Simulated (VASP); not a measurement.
# Aluminum with SCAN: from relaxation to properties

How well does SCAN reproduce what experiment finds for Aluminum? The cell is relaxed first, and properties follow on it. The steps: relaxing cell and atoms (SCAN), second relaxation, density, ELF and potential (SCAN), band structure (SCAN), density of states (SCAN), volume scan with SCAN and fit for SCAN. Left out of this account: 1 further run (core levels: core levels are not valid at this level). The start is a cell from a database of measured crystal structures.

Main program and level: VASP 6.6.1; SCAN; plane waves and PAW (Al).

Experimental background.

“The interpretation of polycrystalline coherent inelastic neutron scattering from aluminium” (2013, pmc:3831299) quotes from earlier work for Al, face-centred cubic (bulk crystal): lattice constant a (cubic lattice constant) 4.0495 Å [literature comparison value; measurement temperature not stated]; bulk modulus 76.9 GPa [literature comparison value; Voigt average; temperature not stated].

Most raw output is cut from this account.

## (1) Set-up

Before any relaxation, the start is as follows. The structure is cubic, space group Fm-3m (No. 225). Conventional cell: a = 4.050 Å, b = 4.050 Å, c = 4.050 Å, α = 90.00°, β = 90.00°, γ = 90.00°. Nearest to Al lie 12 Al at 2.86 Å.

## (2) Relaxing cell and atoms (SCAN)

Properties are meant for the cell that this level of theory prefers, so cell and atoms are relaxed first (ISIF = 3) until forces and stress are small; EDIFFG sets the threshold. SCAN adds the kinetic-energy density; it is numerically more delicate than r2SCAN.

The input, INCAR:

```
SYSTEM = Al
PREC = Accurate
ENCUT = 400
EDIFF = 1E-06
NELM = 100
ISMEAR = 1
SIGMA = 0.2
LREAL = .FALSE.
ALGO = Normal
METAGGA = SCAN
LASPH = .TRUE.
NBANDS = 7
LORBIT = 11
LWAVE = .FALSE.
LCHARG = .FALSE.
KPAR = 2
IBRION = 2
NSW = 60
ISIF = 3
EDIFFG = -0.01
```

The input, POSCAR:

```
Al
1.0
    0.0000000000      2.0248050000      2.0248050000
    2.0248050000      0.0000000000      2.0248050000
    2.0248050000      2.0248050000      0.0000000000
Al
1
Direct
    0.0000000000      0.0000000000      0.0000000000
```

The input, KPOINTS:

```
Automatic mesh
0
Gamma
8 8 8
0 0 0
```

PAW data sets: Al (PBE family, release 64).

Run with:

```
$ mpirun -np 2 vasp_std
```

Elapsed: 16 s, on 2 MPI ranks of Intel Xeon 6975P-C (Granite Rapids), shared host; peak memory 0.22 GiB.

This run has no spin polarisation. Its electron count is odd, so without a moment it is a metal by construction. The k-mesh is coarse for a metal. The PAW data sets were made with PBE, which is usual practice but a small mismatch for other functionals. The run keeps the 48 symmetry operations of its start, so it cannot find a distortion of lower symmetry.

Step by step:

| step | energy less that of the first step (eV) | largest force (eV/Å) | pressure (GPa) | volume (Å³) |
| --- | --- | --- | --- | --- |
| 1 | 0.0000 | 0.0000 | -2.61 | 16.60 |
| 2 | -0.0044 | 0.0000 | 0.59 | 15.96 |
| 3 | -0.0046 | 0.0000 | 0.02 | 16.06 |

| conventional cell, symmetrised | before | after | change |
| --- | --- | --- | --- |
| a (Å) | 4.050 | 4.005 | -1.1 % |
| b (Å) | 4.050 | 4.005 | -1.1 % |
| c (Å) | 4.050 | 4.005 | -1.1 % |
| volume (Å³/atom) | 16.60 | 16.06 | -3.2 % |

The relaxed structure:

```xyz
1
Lattice="0.0000 2.0027 2.0027 2.0027 0.0000 2.0027 2.0027 2.0027 0.0000" Properties=species:S:1:pos:R:3 pbc="T T T"
Al    0.0000    0.0000    0.0000
```

This step gave:

```yaml
electrons: 3
bands: 7
irreducible_k_points: 29
symmetry_operations: 48
free_energy_toten: -7.735 eV
fermi_energy: 8.304 eV
pressure: 0.01593 GPa
metallic: yes
scf_cycles_over_all_ionic_steps: 27
```

It ends with forces that vanish by symmetry and a pressure of 0.02 GPa. The volume lies -3.2 % from that of the database's start, which holds the thermal and zero-point expansion of its experiment.

## (3) Second relaxation

The basis stayed that of the start cell while the cell moved. A rerun from the cell reached resets it; the error of the finite cutoff stays.

INCAR is that of step 2.

The input, POSCAR:

```
Al
1.0
    0.0000000000      2.0027036724      2.0027036724
    2.0027036724      0.0000000000      2.0027036724
    2.0027036724      2.0027036724      0.0000000000
Al
1
Direct
    0.0000000000      0.0000000000      0.0000000000
```

KPOINTS is that of step 2.

Run with:

```
$ mpirun -np 2 vasp_std
```

Run time: 7.8 s. Hardware: 2 MPI ranks; peak memory 0.2 GiB.

Little changed from the start: no atom moved by 0.005 Å and no cell edge by 0.1 %.

Numbers from this step:

```
pressure                        : 0.007631 GPa
SCF cycles over all ionic steps : 14
```

It ends with forces that vanish by symmetry and a pressure of 0.01 GPa. The volume moved by under 0.01 %: the run met its threshold at the first step.

## (4) Density, ELF and potential (SCAN)

The relaxed cell gets a fresh self-consistent run, on a basis set for its own volume, to fix the density and to check the remaining stress.

Changes to INCAR since step 3:

```diff
@@ -14,7 +14,5 @@
 LWAVE = .FALSE.
-LCHARG = .FALSE.
-KPAR = 2
-IBRION = 2
-NSW = 60
-ISIF = 3
-EDIFFG = -0.01
+LCHARG = .TRUE.
+ISIF = 2
+LELF = .TRUE.
+LVHAR = .TRUE.
```

POSCAR is that of step 3.

KPOINTS is that of step 3.

Run with:

```
$ mpirun -np 2 vasp_std
```

It took 6.8 s on 2 MPI ranks; peak memory 0.19 GiB.

Numbers from this step:

```yaml
scf_cycles: 14
bands: 8
pressure: 0.01020 GPa
```

Valence electrons inside each PAW sphere by angular momentum. Sphere charges, by row:

| atom | s (e) | p (e) | d (e) | tot (e) |
| --- | --- | --- | --- | --- |
| Al1 | 0.435 | 0.365 | 0 | 0.8 |

Electrostatic potential energy in the ac plane of the conventional cell at fractional y = 0.000, with atoms of Al within 0.2 Å of it. With pseudopotentials it is smooth inside the atoms' cores, unlike the true potential.

Ten even steps from '_' (-93 eV) to '@' (2 eV), each cell a mean:
```
__::**%%@@@@@@@@@@@@@@%%==..
==++##@@@@@@@@@@@@@@@@%%##==
##%%@@@@@@@@@@@@@@@@@@@@%%%%
@@@@@@@@@@@@%%%%%%@@@@@@@@@@
@@@@@@@@@@##**++**%%@@@@@@@@
@@@@@@@@%%++::..--**%%@@@@@@
@@@@@@@@##==____..++%%@@@@@@
@@@@@@@@%%==..__::**%%@@@@@@
@@@@@@@@%%##====++##@@@@@@@@
@@@@@@@@@@%%%%##%%@@@@@@@@@@
%%%%@@@@@@@@@@@@@@@@@@@@@@%%
++**%%@@@@@@@@@@@@@@@@@@##**
..--**%%@@@@@@@@@@@@@@%%++::
__..++%%@@@@@@@@@@@@@@##==__
```
Columns run along a (4.0 Å; values clipped at the 3rd and 97th percentile), rows up along c (4.0 Å), edges of the conventional cell, whose origin can differ from the input's. Atoms in or near the plane, at fractional coordinates: Al at (0.00, 0.00), Al at (0.50, 0.50).

ELF in the ac plane of the conventional cell at fractional y = 0.000, with atoms of Al within 0.2 Å of it. It is the smooth field of the valence electrons, not physical close to the nuclei.

Ten even steps from '0' (0.01) to '9' (0.61), each cell a mean:
```
01587644568730
24798765678863
67999877789987
78999987899988
66799754689876
55687410268765
45676200047754
45687300158764
56788632479876
77899876799987
78999887899998
46898766679975
02687655568741
00477544567620
```
Columns run along a (4.0 Å), rows up along c (4.0 Å), edges of the conventional cell, whose origin can differ from the input's. Atoms in or near the plane, at fractional coordinates: Al at (0.00, 0.00), Al at (0.50, 0.50).

Valence density in the ac plane of the conventional cell at fractional y = 0.000, with atoms of Al within 0.2 Å of it. It is the smooth field of the valence electrons, not physical close to the nuclei.

Ten even steps from '0' (0.01 e/Å³) to '9' (0.21 e/Å³), each cell a mean:
```
13798765678852
56998776779985
89999888889998
89999999999998
77899976899877
66799632489876
56788510269865
56788521379876
67799855699877
88899988999988
99999988999999
68998777789997
24898766679963
02698655678851
```
Columns run along a (4.0 Å), rows up along c (4.0 Å), edges of the conventional cell, whose origin can differ from the input's. Atoms in or near the plane, at fractional coordinates: Al at (0.00, 0.00), Al at (0.50, 0.50).

In this run the pressure is 0.01 GPa, small enough to go on.

## (5) Band structure (SCAN)

Levels along the symmetry lines show where the bands peak and cross; KPOINTS_OPT computes them in the converged potential.

The input, INCAR:

```
SYSTEM = Al
PREC = Accurate
ENCUT = 400
EDIFF = 1E-06
NELM = 100
ISMEAR = 1
SIGMA = 0.2
LREAL = .FALSE.
ALGO = Normal
METAGGA = SCAN
LASPH = .TRUE.
NBANDS = 12
LORBIT = 11
LWAVE = .FALSE.
LCHARG = .FALSE.
KPAR = 2
```

POSCAR is that of step 4.

KPOINTS is that of step 4.

The input, KPOINTS_OPT:

```
Line mode
16
Line-mode
Reciprocal
  0.00000000   0.00000000   0.00000000 GAMMA
  0.50000000   0.00000000   0.50000000 X

  0.50000000   0.00000000   0.50000000 X
  0.50000000   0.25000000   0.75000000 W

  0.50000000   0.25000000   0.75000000 W
  0.37500000   0.37500000   0.75000000 K

  0.37500000   0.37500000   0.75000000 K
  0.00000000   0.00000000   0.00000000 GAMMA

  0.00000000   0.00000000   0.00000000 GAMMA
  0.50000000   0.50000000   0.50000000 L

  0.50000000   0.50000000   0.50000000 L
  0.62500000   0.25000000   0.62500000 U

  0.62500000   0.25000000   0.62500000 U
  0.50000000   0.25000000   0.75000000 W

  0.50000000   0.25000000   0.75000000 W
  0.50000000   0.50000000   0.50000000 L

  0.50000000   0.50000000   0.50000000 L
  0.37500000   0.37500000   0.75000000 K

  0.62500000   0.25000000   0.62500000 U
  0.50000000   0.00000000   0.50000000 X
```

Run with:

```
$ mpirun -np 2 vasp_std
```

Elapsed: 21 s, on 2 MPI ranks; peak memory 0.21 GiB.

Numbers from this step:

| Property | Result |
| --- | --- |
| SCF cycles | 12 |
| bands | 12 |
| Fermi energy | 8.303 eV |
| pressure | 0.05964 GPa |

Electronic bands along the path, in eV, zero at the Fermi level; # counts the bands kept:

```csv
point,#1,#2,#3,#4,#5
Γ,-11.73,13.24,13.24,13.24,14.98
0.53 of the way,-9.04,7.37,7.74,7.74,7.78
X,-3.10,-1.71,5.32,5.99,5.99
0.47 of the way,-2.62,-1.22,2.02,3.76,10.24
W,-0.92,-0.92,-0.02,1.42,16.56
0.47 of the way,-1.70,-1.23,-0.08,3.49,12.58
K,-2.01,-1.53,-0.34,7.00,8.54
0.47 of the way,-8.71,3.19,4.84,11.81,13.80
Γ,-11.73,13.24,13.24,13.24,14.98
0.47 of the way,-10.18,4.25,11.59,11.59,14.96
L,-4.94,-4.52,12.01,12.01,12.13
0.47 of the way,-4.22,-3.77,5.66,8.94,10.72
U,-2.01,-1.53,-0.34,7.00,8.54
0.47 of the way,-1.77,-1.30,-0.13,3.97,11.98
W,-0.92,-0.92,-0.02,1.42,16.56
0.47 of the way,-3.69,-3.22,4.69,5.46,14.09
L,-4.94,-4.52,12.01,12.01,12.13
0.47 of the way,-4.22,-3.77,5.66,8.94,10.72
K,-2.01,-1.53,-0.34,7.00,8.54
jump to U,-2.01,-1.53,-0.34,7.00,8.54
0.47 of the way,-2.79,-1.40,1.94,6.28,7.54
X,-3.10,-1.71,5.32,5.99,5.99
```

There is no gap at this level.

Of the bands kept, 2 cross the Fermi level on this path.

## (6) Density of states (SCAN)

Here the states are counted by energy and projected on the atoms. The mesh is finer than in the run before.

Changes to INCAR since step 5:

```diff
@@ -5,3 +5,3 @@
 NELM = 100
-ISMEAR = 1
+ISMEAR = -5
 SIGMA = 0.2
@@ -16 +16,2 @@
 KPAR = 2
+NEDOS = 2001
```

POSCAR is that of step 5.

The input, KPOINTS:

```
Automatic mesh
0
Gamma
12 12 12
0 0 0
```

Run with:

```
$ mpirun -np 2 vasp_std
```

It took 22 s on 2 MPI ranks; peak memory 0.22 GiB; 38 s of CPU time.

With tetrahedra the forces and stress of a metal are not exact derivatives of the energy.

Numbers from this step:

```
SCF cycles             : 16
irreducible k-points   : 72
free energy (TOTEN)    : -7.747 eV
Fermi energy           : 8.308 eV
pressure               : -0.5308 GPa
DOS at the Fermi level : 0.2906 states/eV/cell
```

The density of states has structure finer than the step of the table below, so its rows give means over 0.5 eV, whole bins alone (the curve runs from -12.0 to 7.99 eV). Peaks (eV: height): total -2.95: 0.381, -1.34: 0.499, -0.91: 0.718, 6.16: 0.629; Al p -2.98: 0.06, -1.34: 0.0792, -0.91: 0.12, 6.16: 0.148; Al s -6.98: 0.0448, -2.87: 0.0413, -1.34: 0.0454, -0.91: 0.054, 0.84: 0.0484, 2.72: 0.0513.

States under -12.0 eV and over 8.0 eV are left out. Density of states against energy, zero at the Fermi level; means over each step; values in states/eV/cell:

```
energy (eV)   total     Al p    Al s
      -11.5  0.0397   3.1e-4  0.0109
      -11.0  0.0877  0.00146  0.0233
      -10.5   0.117  0.00302  0.0301
      -10.0   0.139  0.00507  0.0341
       -9.5   0.161  0.00736  0.0380
       -9.0   0.178  0.00996  0.0400
       -8.5   0.196   0.0126  0.0423
       -8.0   0.211   0.0157  0.0432
       -7.5   0.226   0.0189  0.0439
       -7.0   0.242   0.0223  0.0445
       -6.5   0.255   0.0263  0.0437
       -6.0   0.272   0.0312  0.0424
       -5.5   0.312   0.0401  0.0429
       -5.0   0.317   0.0443  0.0388
       -4.5   0.301   0.0454  0.0323
       -4.0   0.280   0.0434  0.0290
       -3.5   0.361   0.0556  0.0392
       -3.0   0.372   0.0590  0.0393
       -2.5   0.336   0.0511  0.0386
       -2.0   0.271   0.0402  0.0322
       -1.5   0.361   0.0568  0.0360
       -1.0   0.458   0.0710  0.0421
       -0.5   0.358   0.0546  0.0320
        0.0   0.301   0.0470  0.0256
        0.5   0.386   0.0560  0.0389
        1.0   0.441   0.0639  0.0438
        1.5   0.412   0.0611  0.0385
        2.0   0.393   0.0589  0.0360
        2.5   0.422   0.0623  0.0438
        3.0   0.437   0.0657  0.0474
        3.5   0.445   0.0687  0.0449
        4.0   0.468   0.0743  0.0467
        4.5   0.470   0.0782  0.0478
        5.0   0.480   0.0880  0.0448
        5.5   0.527    0.106  0.0436
        6.0   0.574    0.127  0.0405
        6.5   0.552    0.124  0.0353
        7.0   0.523    0.118  0.0306
        7.5   0.511    0.115  0.0267
```

The finer mesh and the other smearing move the Fermi level by +0.01 eV from the 8×8×8 run, a small shift, which tests the Fermi level alone.

## (7) Volume scan with SCAN, volume scale 0.94

An equation of state needs energies on both sides of the minimum, all on one mesh and cutoff.

The input, INCAR:

```
SYSTEM = Al
PREC = Accurate
ENCUT = 400
EDIFF = 1E-06
NELM = 100
ISMEAR = 1
SIGMA = 0.2
LREAL = .FALSE.
ALGO = Normal
METAGGA = SCAN
LASPH = .TRUE.
NBANDS = 7
LORBIT = 11
LWAVE = .FALSE.
LCHARG = .FALSE.
KPAR = 2
ISIF = 2
```

The input, POSCAR:

```
Al
1.0
    0.0000000000      1.9618206974      1.9618206974
    1.9618206974      0.0000000000      1.9618206974
    1.9618206974      1.9618206974      0.0000000000
Al
1
Direct
    0.0000000000      0.0000000000      0.0000000000
```

The input, KPOINTS:

```
Automatic mesh
0
Gamma
8 8 8
0 0 0
```

Run with:

```
$ mpirun -np 2 vasp_std
```

Wall time 7.6 s (2 MPI ranks); peak memory 0.2 GiB.

The scan keeps the cell's shape and the fractional positions fixed.

Numbers from this step:

* SCF cycles: 13
* bands: 7
* irreducible k-points: 29
* free energy (TOTEN): -7.717 eV
* energy at zero smearing: -7.717 eV
* Fermi energy: 8.958 eV
* pressure: 6.155 GPa

The pressure here is 6.16 GPa.

## (8) Volume scan with SCAN, volume scale 0.96

INCAR is that of step 7.

The input, POSCAR:

```
Al
1.0
    0.0000000000      1.9756367913      1.9756367913
    1.9756367913      0.0000000000      1.9756367913
    1.9756367913      1.9756367913      0.0000000000
Al
1
Direct
    0.0000000000      0.0000000000      0.0000000000
```

KPOINTS is that of step 7.

Run with:

```
$ mpirun -np 2 vasp_std
```

Elapsed: 7.4 s, on 2 MPI ranks; peak memory 0.2 GiB.

This step gave:

```yaml
scf_cycles: 14
free_energy_toten: -7.727 eV
energy_at_zero_smearing: -7.727 eV
fermi_energy: 8.729 eV
pressure: 3.899 GPa
```

The pressure falls from 6.16 to 3.90 GPa.

The run ends at a pressure of 3.90 GPa.

## (9) Volume scan with SCAN, volume scale 0.98

INCAR is that of step 8.

The input, POSCAR:

```
Al
1.0
    0.0000000000      1.9892623032      1.9892623032
    1.9892623032      0.0000000000      1.9892623032
    1.9892623032      1.9892623032      0.0000000000
Al
1
Direct
    0.0000000000      0.0000000000      0.0000000000
```

KPOINTS is that of step 8.

Run with:

```
$ mpirun -np 2 vasp_std
```

The job ended after 8.4 s (2 MPI ranks; peak memory 0.2 GiB).

The pressure falls from 3.90 to 1.85 GPa.

The run ends at a pressure of 1.85 GPa.

## (10) Volume scan with SCAN, volume scale 1

INCAR is that of step 9.

The input, POSCAR:

```
Al
1.0
    0.0000000000      2.0027036724      2.0027036724
    2.0027036724      0.0000000000      2.0027036724
    2.0027036724      2.0027036724      0.0000000000
Al
1
Direct
    0.0000000000      0.0000000000      0.0000000000
```

KPOINTS is that of step 9.

Run with:

```
$ mpirun -np 2 vasp_std
```

Run time: 7 s. Hardware: 2 MPI ranks; peak memory 0.2 GiB; 12 s of CPU time.

The pressure falls from 1.85 to 0.01 GPa.

The run ends at a pressure of 0.01 GPa.

## (11) Volume scan with SCAN, volume scale 1.02

INCAR is that of step 10.

The input, POSCAR:

```
Al
1.0
    0.0000000000      2.0159669972      2.0159669972
    2.0159669972      0.0000000000      2.0159669972
    2.0159669972      2.0159669972      0.0000000000
Al
1
Direct
    0.0000000000      0.0000000000      0.0000000000
```

KPOINTS is that of step 10.

Run with:

```
$ mpirun -np 2 vasp_std
```

Elapsed: 11 s, on 2 MPI ranks; peak memory 0.21 GiB.

The pressure falls from 0.01 to -1.62 GPa.

The run ends at a pressure of -1.62 GPa.

## (12) Volume scan with SCAN, volume scale 1.04

INCAR is that of step 11.

The input, POSCAR:

```
Al
1.0
    0.0000000000      2.0290580588      2.0290580588
    2.0290580588      0.0000000000      2.0290580588
    2.0290580588      2.0290580588      0.0000000000
Al
1
Direct
    0.0000000000      0.0000000000      0.0000000000
```

KPOINTS is that of step 11.

Run with:

```
$ mpirun -np 2 vasp_std
```

Run time: 8.8 s. Hardware: 2 MPI ranks; peak memory 0.21 GiB; 15 s of CPU time.

The pressure falls from -1.62 to -3.06 GPa.

The run ends at a pressure of -3.06 GPa.

## (13) Volume scan with SCAN, volume scale 1.06

A prediction first. A parabola through the 6 pressures of evenly scaled cells so far, P = 0.01 -86.5 t +207 t² GPa with t = ln(V/V₁) and V₁ the volume at scale 1, gives -4.33 GPa at t = +0.0583.

INCAR is that of step 12.

The input, POSCAR:

```
Al
1.0
    0.0000000000      2.0419823439      2.0419823439
    2.0419823439      0.0000000000      2.0419823439
    2.0419823439      2.0419823439      0.0000000000
Al
1
Direct
    0.0000000000      0.0000000000      0.0000000000
```

KPOINTS is that of step 12.

Run with:

```
$ mpirun -np 2 vasp_std
```

Wall time 9.6 s (2 MPI ranks); peak memory 0.21 GiB.

The pressure falls from -3.06 to -4.33 GPa. The parabola predicted -4.33 GPa, which holds within 0.01 GPa.

## (14) Side by side

Times are for 2 MPI ranks of Intel Xeon 6975P-C (Granite Rapids), shared host. The runs compared:

```csv
no.,volume scale,energy above the lowest point (meV/atom),pressure (GPa),time,memory (GiB)
1,0.94,17.47,6.155,7.6 s,0.2
2,0.96,7.37,3.899,7.4 s,0.2
3,0.98,1.72,1.849,8.4 s,0.2
4,1,0,0.007631,7 s,0.2
5,1.02,1.69,-1.622,11 s,0.21
6,1.04,6.42,-3.059,8.8 s,0.21
7,1.06,13.79,-4.326,9.6 s,0.21
```

## (15) Fit for SCAN

This step: Birch-Murnaghan fit, SCAN; plane waves and PAW (VASP 6.6.1).

Derived from the runs above.

This step gave:

| Property | Result |
| --- | --- |
| pressure derivative of the bulk modulus | 5.490 |
| r.m.s. error of the fit | 4.55e-6 eV/atom |
| minimum inside the sampled range | yes |
| bulk modulus | 85.75 GPa |
| equilibrium volume of the fit | 16.06 Å³/atom |

Energy above the fitted minimum against volume:

| volume (Å³/atom) | energy above the fitted minimum (eV/atom) |
| --- | --- |
| 15.101 | 0.0175 |
| 15.422 | 0.00738 |
| 15.744 | 0.00173 |
| 16.065 | 9.7e-6 |
| 16.386 | 0.00170 |
| 16.708 | 0.00643 |
| 17.029 | 0.0138 |

The fitted volume lies -0.04 % from the relaxed one.

## (16) What came out

```yaml
relaxed_volume: 16.06 Å³/atom
relaxed_conventional_cell_a_b_c: 4.005, 4.005, 4.005 Å
space_group_after_relaxing_within_0p02_a: Fm-3m (No. 225)
band_gap: none, a metal
dos_at_the_fermi_level: 0.291 states/eV/cell
bulk_modulus_from_the_fit: 85.8 GPa
volume_from_the_fit: 16.1 Å³/atom
```

What this shows: With SCAN, Aluminum relaxes to 16.06 Å³/atom in space group Fm-3m (held by the symmetry of the run), comes out as a metal and has a bulk modulus of 85.8 GPa. Against the listed cell the volume lies -3.2 %. Band structure (SCAN): Of the bands kept, 2 cross the Fermi level on this path. The k-sampling is coarse for a metal, so the Fermi level, pressures and the shape of the cell carry errors. No search among competing phases was made. All values are for a static lattice at zero temperature.

Calculation against experiment:

| quantity | measured | SCAN | Birch-Murnaghan fit, SCAN |
| --- | --- | --- | --- |
| lattice constant a (Å) | 4.0495 | 4.005 (-1.1 %) | - |
| bulk modulus (GPa) | 76.9 | - | 86 (+11.5 %) |

Measured values from pmc:3831299 (2013).

Verdict: The lattice constant a is off by -1.1 %: fair agreement. The bulk modulus is off by +11.5 %: fair agreement. The grades are ours: good and fair within 0.7 and 1.5 % for the lattice constant a and 5 and 12 % for the bulk modulus. Zero-point motion and thermal expansion are not in the computed lattice constants and bulk modulus.

[Lines on the potential files, build, host, timing and source positions are cut from VASP's logs without a mark.]

[Logs are printed without paths, hosts, clocks, repeated set-up lines and the standing remarks that a program may print on its own settings, such as how far it seeks lower states.]

[Hosts, paths, dates, database ids (printed as entryN), source tags and the programs' standing remarks are cut or masked in the printed files.]

[A measured line is paired with the nearest computed mode of its activity, which favours agreement.]
